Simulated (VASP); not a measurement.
Method: PBE GGA, VASP's PBE PAW potentials (set 64) (plane waves; VASP).

VASP ran on this input.

INCAR:
```
! general
SYSTEM  = CdSe
PREC    = Accurate
ENCUT   = 400   ! plane-wave cut-off (eV)
LREAL   = .False.   ! projection in real space or not
LASPH   = .True.

! electronic loop
EDIFF   = 1E-5   ! SCF stop (eV)
NELM    = 100
ALGO    = Normal   ! blocked Davidson
LMAXMIX = 4   ! l cut-off of mixed one-centre charges

! smearing
ISMEAR  = 0
SIGMA   = 0.05   ! width (eV)

! functional
GGA     = PE

! ions
ISIF    = 2

! output
LWAVE   = .False.
LCHARG  = .False.
```

File KPOINTS:
```
Automatic mesh
0
Gamma
5 5 3
0 0 0
```

**POSCAR**
```
CdSe
1.0
  2.1930000000  -3.7983870000   0.0000000000
  2.1930000000   3.7983870000   0.0000000000
  0.0000000000   0.0000000000   7.1502000000
Cd Se
2 2
Cart
  2.1930000000  -1.2661315323   3.5751000000
  2.1930000000   1.2661315323   0.0000000000
  2.1930000000  -1.2661315323   6.2635752000
  2.1930000000   1.2661315323   2.6884752000
```

POTCAR, in this order: Cd Se (PBE.64 set). Program: vasp_std.

**Question.** What will the output report for the number of irreducible k-points (NKPTS), number of bands (NBANDS), largest plane-wave count, number of space-group operations, FFT grid (NGX, NGY, NGZ)?

**Answer.** 
```json
{
  "number of irreducible k-points (NKPTS)": "10",
  "number of bands (NBANDS)": "22",
  "largest_plane_wave_count": "2181",
  "number_of_space_group_operations": "12",
  "FFT grid (NGX, NGY, NGZ)": "30 × 30 × 48"
}
```

The compound is CdSe in the wurtzite structure. The cell was not relaxed at this level. The run is one of a series of settings (EDIFF = 1E-5 against the base run), some of them coarse on purpose.
